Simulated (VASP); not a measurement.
A run of VASP 6.6.1 is set up as follows.

The input INCAR:

```
PREC = Accurate
ENCUT = 520
EDIFF = 1E-7
ISMEAR = 0
SIGMA = 0.1
LREAL = F
LASPH = T
NELM = 60
ALGO = Normal
ISIF = 2
LWAVE = F
LCHARG = F
GGA = PE
NBANDS = 36
```

File KPOINTS:

```
Automatic mesh
0
Gamma
  4 4 4
```

File POSCAR:

```
ZnB12
1.0
    0.0000000000      3.6297516600      3.6297516600
    3.6297516600      0.0000000000      3.6297516600
    3.6297516600      3.6297516600      0.0000000000
Zn B
1 12
Direct
    0.0000000000      0.0000000000      0.0000000000
    0.5000000000      0.8395695700      0.5000000000
    0.8395695700      0.5000000000      0.5000000000
    0.5000000000      0.8395695700      0.1604304300
    0.1604304300      0.5000000000      0.8395695700
    0.8395695700      0.5000000000      0.1604304300
    0.5000000000      0.5000000000      0.8395695700
    0.1604304300      0.8395695700      0.5000000000
    0.5000000000      0.1604304300      0.8395695700
    0.5000000000      0.5000000000      0.1604304300
    0.8395695700      0.1604304300      0.5000000000
    0.1604304300      0.5000000000      0.5000000000
    0.5000000000      0.1604304300      0.5000000000
```

Potentials or basis: VASP PAW PBE potentials, release 64 (Zn, B).

Launch:

```sh
$ cat potpaw_PBE.64/Zn/POTCAR potpaw_PBE.64/B/POTCAR > POTCAR
$ mpirun -np 1 vasp_std > vasp.out
```

Problem. What does it give for the largest force?

Solution. 0.429 eV/Å.

Problem. Estimate the band gap on the k mesh.

Solution. None (metal or under the smearing width).

Problem. What does it give for the pressure?

Solution. 16.4 GPa.

Forces in eV/Å, atoms in the order of the input:
```
Zn   0.000  0.000  0.000
B   -0.303  0.000 -0.303
B    0.000 -0.303 -0.303
B    0.000  0.303 -0.303
B   -0.303  0.000  0.303
B    0.303  0.000 -0.303
B   -0.303 -0.303  0.000
B   -0.303  0.303  0.000
B    0.000 -0.303  0.303
B    0.303  0.303  0.000
B    0.303 -0.303  0.000
B    0.000  0.303  0.303
B    0.303  0.000  0.303
```

Caveat: the k mesh is coarse (spacing up to 0.37 Å⁻¹), so the values aren't converged; so large a pressure means that the cell lies far from this level's equilibrium, or that cutoff or potentials fall short.
